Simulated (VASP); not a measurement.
SnTe:

```xyz
2
Lattice="0.0000 3.1509 3.1509 3.1509 0.0000 3.1509 3.1509 3.1509 0.0000" Properties=species:S:1:pos:R:3 pbc="T T T"
Sn    0.0000    0.0000    0.0000
Te    3.1509    3.1509    3.1509
```

* Program: VASP 6.6.1
* Task: relaxation of cell and atoms
* Functional: PBE
* Potentials or basis: VASP PAW PBE potentials, release 64 (Sn_d, Te)
* Cutoff: 600 eV
* k mesh: 10 × 10 × 10
* Occupations: gaussian, width 0.03 eV
* Spin: no spin polarisation

At the start: pressure 2.2 GPa; volume 31.28 Å³/atom.

Problem. Where does the relaxation end?

Solution. Over 3 steps the energy falls by 11.1 meV/atom and the volume is 32.93 Å³/atom (+5.3 %); space group Fm-3m (No. 225, to 0.05 Å).

The path:
| step | energy change (eV) | largest force (eV/Å) | pressure (GPa) | volume (Å³) |
| --- | --- | --- | --- | --- |
| 1 | 0.0000 | 0.0000 | 2.24 | 62.56 |
| 2 | -0.0211 | 0.0000 | -0.43 | 66.60 |
| 3 | -0.0222 | 0.0000 | -0.01 | 65.85 |

Final structure:
```cif
data_structure
_symmetry_space_group_name_H-M 'P 1'
_symmetry_Int_Tables_number 1
_cell_length_a 4.5328
_cell_length_b 4.5328
_cell_length_c 4.5328
_cell_angle_alpha 60.000
_cell_angle_beta 60.000
_cell_angle_gamma 60.000
_cell_volume 65.85
loop_
_atom_site_label
_atom_site_type_symbol
_atom_site_fract_x
_atom_site_fract_y
_atom_site_fract_z
_atom_site_occupancy
Sn1 Sn 0.00000 0.00000 0.00000 1
Te1 Te 0.50000 0.50000 0.50000 1
```
